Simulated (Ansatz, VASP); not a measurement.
# GaN: VASP beside Ansatz, part 2 of 3

Aim: how closely do two programs agree when they are given the same cell, functional and k mesh? The cell is taken from a series of runs on this material, whose earlier steps may have relaxed, scaled, displaced or heated it; both programs get it as it stands.

VASP 6.6.1 and Ansatz 0.2.0.

So far: The structure; Ansatz: zone-centre phonons, PBE, pair 1.

### 3. VASP: zone-centre phonons, PBE, pair 1

Level of this step: PBE; plane waves and PAW (N, Ga_d) (VASP).

The same cell, functional and mesh now go to VASP, with its own data sets.

Lines of VASP's logs that name or quote its potential files are left out, and so is its time.

Input file INCAR:

```
SYSTEM = GaN
PREC = Accurate
ENCUT = 600
EDIFF = 1E-08
NELM = 120
ISMEAR = 0
SIGMA = 0.01
LREAL = .FALSE.
ALGO = Normal
GGA = PE
NBANDS = 15
LORBIT = 11
LWAVE = .FALSE.
LCHARG = .FALSE.
ISIF = 2
IBRION = 8
LEPSILON = .TRUE.
LASPH = .TRUE.
GGA_COMPAT = .FALSE.
EFERMI = MIDGAP
KPAR = 2
```

Input file POSCAR:

```
GaN
1.0
    0.0000000000      2.2894768970      2.2894768970
    2.2894768970      0.0000000000      2.2894768970
    2.2894768970      2.2894768970      0.0000000000
N Ga
1 1
Direct
    0.2500000000      0.2500000000      0.2500000000
    0.0000000000      0.0000000000      0.0000000000
```

Input file KPOINTS:

```
Automatic mesh
0
Gamma
16 16 16
0 0 0
```

The projector-augmented-wave data sets are N and Ga_d (PBE family, release 64).

On the command line:

```
$ mpirun -np 2 vasp_std
```

Numbers of over 12 decimals in the logs are rounded to 6 here.

What it wrote:

```text
[banner, memory and clock lines left out]
running    2 mpi-ranks, on    1 nodes
 distrk:  each k-point on    1 cores,    2 groups
 distr:  one band on    1 cores,    1 groups

 POSCAR found type information on POSCAR N Ga
 POSCAR found :  2 types and       2 ions
 LDA part: xc-table for (Slater+PW92), standard interpolation
 POSCAR, INCAR and KPOINTS ok, starting setup
 FFT: planning ... GRIDC
 FFT: planning ... GRID_SOFT
 FFT: planning ... GRID
 WAVECAR not read
 entering main loop
       N       E                     dE             d eps       ncg     rms          rms(c)
DAV:   1     0.934993922364E+02    0.93499E+02   -0.10136E+04  4731   0.231E+03
DAV:   2    -0.666393348914E+01   -0.10016E+03   -0.93201E+02  4994   0.371E+02
DAV:   3    -0.139722491162E+02   -0.73083E+01   -0.72676E+01  4861   0.845E+01
DAV:   4    -0.140774549660E+02   -0.10521E+00   -0.10517E+00  5572   0.110E+01
DAV:   5    -0.140788011410E+02   -0.13462E-02   -0.13462E-02  5064   0.114E+00    0.755E+00
DAV:   6    -0.121543425177E+02    0.19245E+01   -0.52576E+00  6568   0.414E+01    0.269E+00
DAV:   7    -0.121581538277E+02   -0.38113E-02   -0.31459E-01  4784   0.731E+00    0.173E+00
DAV:   8    -0.121551378575E+02    0.30160E-02   -0.71146E-02  4931   0.361E+00    0.841E-01
DAV:   9    -0.121503722394E+02    0.47656E-02   -0.15967E-02  6546   0.289E+00    0.224E-01
DAV:  10    -0.121507819994E+02   -0.40976E-03   -0.14994E-03  4896   0.537E-01    0.112E-01
DAV:  11    -0.121507046622E+02    0.77337E-04   -0.26460E-04  6405   0.285E-01    0.698E-03
DAV:  12    -0.121507109358E+02   -0.62736E-05   -0.28411E-05  5061   0.640E-02    0.647E-03
DAV:  13    -0.121507108534E+02    0.82400E-07   -0.13441E-06  5638   0.117E-02    0.151E-03
DAV:  14    -0.121507108011E+02    0.52274E-07   -0.56022E-08  5698   0.266E-03    0.734E-04
DAV:  15    -0.121507108018E+02   -0.66757E-09   -0.36480E-09  3995   0.606E-04
   1 F= -.12150711E+02 E0= -.12150711E+02  d E =0.000000E+00
 Linear response reoptimize wavefunctions to high precision
DAV:   1    -0.121507108104E+02   -0.86025E-08   -0.49325E-10  3498   0.290E-04
DAV:   2    -0.121507108104E+02   -0.14552E-10   -0.10427E-10  2868   0.108E-04
 Linear response G [H, r] |phi>, progress :
  Direction:   1
       N       E                     dE             d eps       ncg     rms
 LRF_COMMUTATOR internal error: the vector H(1)-e(1) S(1) |phi(0)> is not orthog
 onal to |phi(0)> (1.016998762785812E-004,5.754077769815069E-015)
 LRF_COMMUTATOR internal error: the vector H(1)-e(1) S(1) |phi(0)> is not orthog
 onal to |phi(0)> (1.067261093193831E-004,1.517883041479706E-014)
RMM:   1    -0.440561772663E+02   -0.44056E+02    0.18662E+01  5228   0.261E+02
 LRF_COMMUTATOR internal error: the vector H(1)-e(1) S(1) |phi(0)> is not orthog
 onal to |phi(0)> (1.016998762785812E-004,5.754077769815069E-015)
 LRF_COMMUTATOR internal error: the vector H(1)-e(1) S(1) |phi(0)> is not orthog
 onal to |phi(0)> (1.067261093193831E-004,1.517883041479706E-014)
RMM:   2    -0.478617032739E+02   -0.38055E+01   -0.76682E+01  8621   0.576E+01
 LRF_COMMUTATOR internal error: the vector H(1)-e(1) S(1) |phi(0)> is not orthog
 onal to |phi(0)> (1.016998762785812E-004,5.754077769815069E-015)
 LRF_COMMUTATOR internal error: the vector H(1)-e(1) S(1) |phi(0)> is not orthog
 onal to |phi(0)> (1.067261093193831E-004,1.517883041479706E-014)
RMM:   3    -0.490413751975E+02   -0.11797E+01   -0.41057E+00  8836   0.152E+01
RMM:   4    -0.489453260827E+02    0.96049E-01    0.15199E-01  9531   0.332E+00
RMM:   5    -0.489787862169E+02   -0.33460E-01   -0.23019E-02  9680   0.716E-01
RMM:   6    -0.489770824244E+02    0.17038E-02    0.20992E-03  9762   0.215E-01
RMM:   7    -0.489774483194E+02   -0.36590E-03   -0.73712E-04  9912   0.659E-02
RMM:   8    -0.489771459577E+02    0.30236E-03    0.23902E-03  9929   0.211E-02
RMM:   9    -0.489773736836E+02   -0.22773E-03    0.12242E-04  9862   0.756E-03
RMM:  10    -0.489773468428E+02    0.26841E-04    0.39206E-04  9555   0.321E-03
RMM:  11    -0.489773843644E+02   -0.37522E-04    0.16800E-05  8723   0.175E-03
RMM:  12    -0.489773809814E+02    0.33830E-05    0.48331E-05  7829   0.133E-03
RMM:  13    -0.489773850826E+02   -0.41012E-05    0.17594E-06  6765   0.117E-03
RMM:  14    -0.489773857354E+02   -0.65284E-06    0.63602E-06  5626   0.116E-03
RMM:  15    -0.489773862296E+02   -0.49420E-06    0.66358E-06  4893   0.115E-03
RMM:  16    -0.489773862781E+02   -0.48476E-07    0.88263E-06  4600   0.116E-03
 Linear response G [H, r] |phi>, progress :
  Direction:   2
       N       E                     dE             d eps       ncg     rms
RMM:   1    -0.442448136148E+02   -0.44245E+02   -0.79373E+00  5197   0.259E+02
RMM:   2    -0.485798974344E+02   -0.43351E+01   -0.68507E+01  8571   0.572E+01
RMM:   3    -0.500177414108E+02   -0.14378E+01   -0.41831E+00  8825   0.154E+01
RMM:   4    -0.499187524993E+02    0.98989E-01    0.77491E-02  9475   0.326E+00
[...]
RMM:   6    -0.410834557222E+00   -0.94713E-07   -0.78889E-07  9360   0.807E-03
RMM:   7    -0.410834600787E+00   -0.43565E-07   -0.18799E-07  9287   0.266E-03
RMM:   8    -0.410834594505E+00    0.62815E-08    0.75049E-09  8665   0.949E-04
 change of polarisation eV/A/(eV/A) component  1 :     0.822     0.363     0.090
 dielectric tensor                  component  1 :     7.195     2.738     0.676
[...]
RMM:  10    -0.378205443289E+00    0.71736E-06   -0.29111E-07 38794   0.430E-04    0.610E-05
RMM:  11    -0.378204050470E+00    0.13928E-05   -0.24730E-07 35408   0.145E-04    0.171E-05
RMM:  12    -0.378204274469E+00   -0.22400E-06   -0.10064E-07 17138   0.567E-05    0.130E-06
 change of polarisation eV/A/(eV/A) component  1 :     0.698     0.125     0.069
 dielectric tensor                  component  1 :     6.263     0.946     0.517
 Linear response to external field, progress :
  Direction:   2
       N       E                     dE             d eps       ncg     rms          rms(c)
RMM:   1    -0.558603265749E-01   -0.55860E-01    0.17093E+00 20153   0.731E+00
RMM:   2    -0.356414675895E+00   -0.30055E+00   -0.33225E-02 38477   0.154E+00    0.933E-01
RMM:   3    -0.356215502108E+00    0.19917E-03   -0.48355E-03 38224   0.569E-01    0.550E-01
RMM:   4    -0.376854196931E+00   -0.20639E-01   -0.42223E-03 37713   0.584E-01    0.426E-02
RMM:   5    -0.377185955975E+00   -0.33176E-03   -0.22388E-04 39392   0.125E-01    0.315E-02
RMM:   6    -0.378037652525E+00   -0.85170E-03   -0.47669E-05 35975   0.490E-02    0.494E-03
RMM:   7    -0.378201707483E+00   -0.16405E-03   -0.33808E-06 40635   0.126E-02    0.199E-03
RMM:   8    -0.378187564596E+00    0.14143E-04   -0.56095E-07 38328   0.400E-03    0.416E-04
RMM:   9    -0.378205393310E+00   -0.17829E-04   -0.42874E-07 40268   0.110E-03    0.124E-04
RMM:  10    -0.378204771734E+00    0.62158E-06   -0.26899E-07 38821   0.431E-04    0.617E-05
RMM:  11    -0.378203467010E+00    0.13047E-05   -0.21135E-07 35207   0.141E-04    0.150E-05
RMM:  12    -0.378203541054E+00   -0.74044E-07   -0.82372E-08 17365   0.583E-05    0.289E-06
 change of polarisation eV/A/(eV/A) component  2 :     0.091     0.698     0.071
 dielectric tensor                  component  2 :     0.689     6.263     0.533
 Linear response to external field, progress :
  Direction:   3
       N       E                     dE             d eps       ncg     rms          rms(c)
RMM:   1    -0.562420606351E-01   -0.56242E-01    0.17055E+00 20152   0.731E+00
RMM:   2    -0.356415061276E+00   -0.30017E+00   -0.33235E-02 38472   0.154E+00    0.933E-01
RMM:   3    -0.356215795385E+00    0.19927E-03   -0.48317E-03 38226   0.569E-01    0.550E-01
RMM:   4    -0.376853759698E+00   -0.20638E-01   -0.42169E-03 37715   0.584E-01    0.426E-02
RMM:   5    -0.377185818489E+00   -0.33206E-03   -0.22087E-04 39390   0.125E-01    0.315E-02
RMM:   6    -0.378037989774E+00   -0.85217E-03   -0.46959E-05 35974   0.490E-02    0.494E-03
RMM:   7    -0.378201873357E+00   -0.16388E-03   -0.32045E-06 40629   0.126E-02    0.199E-03
RMM:   8    -0.378187867345E+00    0.14006E-04   -0.52824E-07 38351   0.399E-03    0.412E-04
RMM:   9    -0.378205541314E+00   -0.17674E-04   -0.43315E-07 40261   0.109E-03    0.126E-04
RMM:  10    -0.378205098359E+00    0.44295E-06   -0.28977E-07 38787   0.435E-04    0.629E-05
RMM:  11    -0.378203806205E+00    0.12922E-05   -0.23112E-07 35137   0.139E-04    0.154E-05
RMM:  12    -0.378203794492E+00    0.11713E-07   -0.97051E-08 18708   0.609E-05    0.361E-06
 change of polarisation eV/A/(eV/A) component  3 :     0.075     0.119     0.698
 dielectric tensor                  component  3 :     0.566     0.898     6.263
 Linear response DOF=           2
 Linear response progress:
  Degree of freedom:   1/  2
       N       E                     dE             d eps       ncg     rms          rms(c)
RMM:   1    -0.234807879092E+00   -0.23481E+00    0.13705E-01 43837   0.379E+00
RMM:   2    -0.229661555281E+00    0.51463E-02   -0.83854E-03 32990   0.100E+00    0.131E-01
RMM:   3    -0.230839462379E+00   -0.11779E-02   -0.12754E-03 36475   0.307E-01    0.667E-02
RMM:   4    -0.232161072992E+00   -0.13216E-02   -0.30571E-04 35277   0.129E-01    0.186E-02
RMM:   5    -0.232304546395E+00   -0.14347E-03   -0.15541E-05 37578   0.390E-02    0.409E-03
RMM:   6    -0.232219090537E+00    0.85456E-04   -0.11793E-06 35336   0.102E-02    0.170E-03
RMM:   7    -0.232194849627E+00    0.24241E-04   -0.13032E-07 37318   0.311E-03    0.788E-05
RMM:   8    -0.232195918511E+00   -0.10689E-05   -0.16929E-08 36864   0.705E-04    0.458E-05
RMM:   9    -0.232195554339E+00    0.36417E-06   -0.49758E-09 36946   0.236E-04    0.546E-06
RMM:  10    -0.232195468940E+00    0.85398E-07   -0.45051E-09 37737   0.909E-05    0.366E-06
RMM:  11    -0.232195517678E+00   -0.48738E-07   -0.41235E-09 37377   0.490E-05    0.401E-07
RMM:  12    -0.232195520600E+00   -0.29216E-08   -0.46864E-09 33593   0.354E-05    0.394E-07
 first order change of Fermi-energy   0.71522E+00
 force on displaced ion       1 direction 1 : -10.636  -0.000  -0.000
 Born effective charge ion    1 direction 1 :  -2.692   0.000   0.000
 Linear response progress:
  Degree of freedom:   2/  2
       N       E                     dE             d eps       ncg     rms          rms(c)
RMM:   1    -0.160793387487E+00   -0.16079E+00    0.20058E-01 23815   0.861E+00
RMM:   2    -0.159200983579E+00    0.15924E-02   -0.30594E-02 36403   0.163E+00    0.523E-02
RMM:   3    -0.159357360209E+00   -0.15638E-03   -0.23606E-03 37109   0.398E-01    0.323E-02
RMM:   4    -0.158932582148E+00    0.42478E-03   -0.18615E-04 38628   0.122E-01    0.344E-03
RMM:   5    -0.158935242251E+00   -0.26601E-05    0.19157E-05 40309   0.362E-02    0.215E-03
RMM:   6    -0.158940861407E+00   -0.56192E-05    0.21267E-05 39308   0.124E-02    0.392E-04
RMM:   7    -0.158942699879E+00   -0.18385E-05    0.11952E-05 40837   0.434E-03    0.317E-04
RMM:   8    -0.158944772171E+00   -0.20723E-05    0.79299E-06 38849   0.173E-03    0.486E-05
RMM:   9    -0.158945115235E+00   -0.34306E-06    0.43415E-06 40740   0.653E-04    0.157E-05
RMM:  10    -0.158945308950E+00   -0.19371E-06    0.29015E-06 40175   0.279E-04    0.338E-06
RMM:  11    -0.158945518557E+00   -0.20961E-06    0.95493E-07 40311   0.129E-04    0.282E-06
RMM:  12    -0.158945500612E+00    0.17945E-07    0.10040E-06 39689   0.764E-05    0.862E-07
RMM:  13    -0.158945551808E+00   -0.51196E-07    0.47810E-07 38945   0.530E-05    0.534E-07
RMM:  14    -0.158945566089E+00   -0.14282E-07    0.33868E-07 32835   0.432E-05    0.138E-07
RMM:  15    -0.158945579691E+00   -0.13601E-07    0.18249E-07 24332   0.385E-05    0.516E-08
 first order change of Fermi-energy  -0.71491E+00
 force on displaced ion       2 direction 1 : -10.607   0.000   0.000
 Born effective charge ion    2 direction 1 :   2.692   0.000   0.000
 Born effective charges drift removed
 Linear response finished
```

Parts of OUTCAR (step 3):

```text
ion  position               nearest neighbor table
   1  0.250  0.250  0.250-   2 1.98   2 1.98   2 1.98   2 1.98
   2  0.000  0.000  0.000-   1 1.98   1 1.98   1 1.98   1 1.98

  LATTYP: Found a face centered cubic cell.
 ALAT       =     4.5789537940

 Subroutine GETGRP returns: Found 24 space group operations
 (whereof 24 operations were pure point group operations)

The static configuration has the point symmetry T_d .

 Found    145 irreducible k-points:

   k-points           NKPTS =    145   k-points in BZ     NKDIM =    145   number of bands    NBANDS=     15

   dimension x,y,z NGX =    28 NGY =   28 NGZ =   28
   dimension x,y,z NGXF=    56 NGYF=   56 NGZF=   56

   ENCUT  =  600.0 eV  44.10 Ry    6.64 a.u.   6.47  6.47  6.47*2*pi/ulx,y,z

   NELECT =      18.0000    total number of electrons

 k-points in reciprocal lattice and weights: Automatic mesh
   0.00000000  0.00000000  0.00000000       0.000
   0.06250000  0.00000000  0.00000000       0.002
   0.12500000  0.00000000  0.00000000       0.002
   0.18750000  0.00000000  0.00000000       0.002
   0.25000000  0.00000000  0.00000000       0.002
   0.31250000  0.00000000  0.00000000       0.002
   0.37500000  0.00000000  0.00000000       0.002
   0.43750000  0.00000000  0.00000000       0.002
   0.50000000  0.00000000  0.00000000       0.001
[...]
-0.31250000  0.50000000  0.18750000       0.003
  -0.25000000  0.50000000  0.25000000       0.001

 average (electrostatic) potential at core
       1 -62.5728       2 -64.0412

  Total       -0.4969983     -0.4969983     -0.4969983     -0.0000000      0.0000000      0.0000000
  in kB      -33.1762017    -33.1762017    -33.1762017     -0.0000000      0.0000000      0.0000000
  external PRESSURE =     -33.1762017 kB  Pullay stress =       0.0000000 kB

  energy-cutoff  :      600.00
  volume of cell :       24.00
      direct lattice vectors                 reciprocal lattice vectors
     0.000000000  2.289476897  2.289476897    -0.218390498  0.218390498  0.218390498
     2.289476897  0.000000000  2.289476897     0.218390498 -0.218390498  0.218390498
     2.289476897  2.289476897  0.000000000     0.218390498  0.218390498 -0.218390498

 POSITION                                       TOTAL-FORCE (eV/Angst)
 -----------------------------------------------------------------------------------
      1.14474      1.14474      1.14474         0.000000      0.000000     -0.000000
      0.00000      0.00000      0.00000        -0.000000     -0.000000      0.000000
 -----------------------------------------------------------------------------------
    total drift:                                0.000000      0.000000      0.000000

 MACROSCOPIC STATIC DIELECTRIC TENSOR (including local field effects in DFT)
 ------------------------------------------------------
           6.262779     0.000000    -0.000000
          -0.000000     6.262779     0.000000
           0.000000    -0.000000     6.262779
 ------------------------------------------------------

 PIEZOELECTRIC TENSOR (including local field effects)  for field in x, y, z        (C/m^2)
          XX          YY          ZZ          XY          YZ          ZX
  --------------------------------------------------------------------------------
  x    -0.00000     0.00000     0.00000     0.00000    -1.04019     0.00000
  y    -0.00000     0.00000    -0.00000     0.00000     0.00000    -1.04019
  z     0.00000     0.00000    -0.00000    -1.04019     0.00000     0.00000

 BORN EFFECTIVE CHARGES (including local field effects) (in |e|, cummulative output)
 ---------------------------------------------------------------------------------
 ion    1
    1    -2.69198     0.00000    -0.00000
    2    -0.00000    -2.69198    -0.00000
    3     0.00000    -0.00000    -2.69198
 ion    2
    1     2.69198    -0.00000     0.00000
    2     0.00000     2.69198     0.00000
    3    -0.00000     0.00000     2.69198

 Eigenvectors and eigenvalues of the dynamical matrix
 ----------------------------------------------------

   1 f  =   14.927940 THz    93.795011 2PiTHz  497.942470 cm-1    61.736970 meV
             X         Y         Z           dx          dy          dz
      1.144738  1.144738  1.144738     0.000000    0.912769    0.000000
      0.000000  0.000000  0.000000     0.000000   -0.408476    0.000000

   2 f  =   14.927940 THz    93.795011 2PiTHz  497.942470 cm-1    61.736970 meV
             X         Y         Z           dx          dy          dz
      1.144738  1.144738  1.144738     0.912769    0.000000    0.000000
      0.000000  0.000000  0.000000    -0.408476    0.000000    0.000000

   3 f  =   14.927940 THz    93.795011 2PiTHz  497.942470 cm-1    61.736970 meV
             X         Y         Z           dx          dy          dz
      1.144738  1.144738  1.144738     0.000000    0.000000    0.912769
      0.000000  0.000000  0.000000     0.000000    0.000000   -0.408476

   4 f/i=    0.007509 THz     0.047180 2PiTHz    0.250473 cm-1     0.031055 meV
             X         Y         Z           dx          dy          dz
      1.144738  1.144738  1.144738    -0.408476    0.000000    0.000000
      0.000000  0.000000  0.000000    -0.912769    0.000000    0.000000

   5 f/i=    0.007509 THz     0.047180 2PiTHz    0.250473 cm-1     0.031055 meV
             X         Y         Z           dx          dy          dz
      1.144738  1.144738  1.144738     0.000000   -0.408476    0.000000
      0.000000  0.000000  0.000000     0.000000   -0.912769    0.000000

   6 f/i=    0.007509 THz     0.047180 2PiTHz    0.250473 cm-1     0.031055 meV
             X         Y         Z           dx          dy          dz
      1.144738  1.144738  1.144738     0.000000    0.000000   -0.408476
      0.000000  0.000000  0.000000     0.000000    0.000000   -0.912769

 MACROSCOPIC STATIC DIELECTRIC TENSOR IONIC CONTRIBUTION
 ------------------------------------------------------
           5.143699     0.000000     0.000000
           0.000000     5.143699    -0.000000
           0.000000    -0.000000     5.143699
 ------------------------------------------------------

 ELASTIC MODULI CONTR FROM IONIC RELAXATION (kBar)
 Direction    XX          YY          ZZ          XY          YZ          ZX
 --------------------------------------------------------------------------------
 XX          -0.0000      0.0000      0.0000     -0.0000      0.0000      0.0000
 YY           0.0000     -0.0000      0.0000     -0.0000     -0.0000     -0.0000
 ZZ           0.0000      0.0000     -0.0000      0.0000     -0.0000      0.0000
 XY          -0.0000     -0.0000      0.0000   -209.4048     -0.0000     -0.0000
 YZ           0.0000     -0.0000     -0.0000     -0.0000   -209.4048      0.0000
 ZX           0.0000     -0.0000      0.0000     -0.0000      0.0000   -209.4048
 --------------------------------------------------------------------------------

 PIEZOELECTRIC TENSOR IONIC CONTR  for field in x, y, z        (C/m^2)
          XX          YY          ZZ          XY          YZ          ZX
  --------------------------------------------------------------------------------
  x    -0.00000     0.00000     0.00000     0.00000     0.97657    -0.00000
  y    -0.00000     0.00000    -0.00000     0.00000    -0.00000     0.97657
  z     0.00000     0.00000    -0.00000     0.97657     0.00000    -0.00000
```

### 4. Side by side

Known differences besides the potentials themselves: fixed occupations in Ansatz, narrow Gaussian smearing in VASP; VASP's response is taken on the typed mesh, Ansatz refines its own for the field response alone; the cutoff is 420 eV in Ansatz and 600 eV in VASP; VASP's log repeats an internal error in its field response. Total energies have different zeros and are not compared.

Compared:

```csv
quantity,Ansatz,VASP,difference
ε∞ xx,6.30,6.26,+0.52 %
ε∞ yy,6.30,6.26,+0.52 %
ε∞ zz,6.30,6.26,+0.52 %
Born charge of N1 (mean of the diagonal) (e),-2.70,-2.69,0.00
Born charge of Ga2 (mean of the diagonal) (e),2.70,2.69,0.00
optical mode 1 to 3 (cm⁻¹),500.9,497.9,+0.60 %
```

Modes are paired by rising frequency, not by their patterns, so a pair may set unlike modes beside each other; they are those without the splitting of longitudinal modes.

(Continued in part 3 of 3.)

[Lines on the potential files, build, host, timing and source positions are cut from VASP's logs without a mark.]

[Logs are printed without paths, hosts, clocks, repeated set-up lines and the standing remarks that a program may print on its own settings, such as how far it seeks lower states.]

[Hosts, paths, dates, database ids (printed as entryN), source tags and the programs' standing remarks are cut or masked in the printed files.]
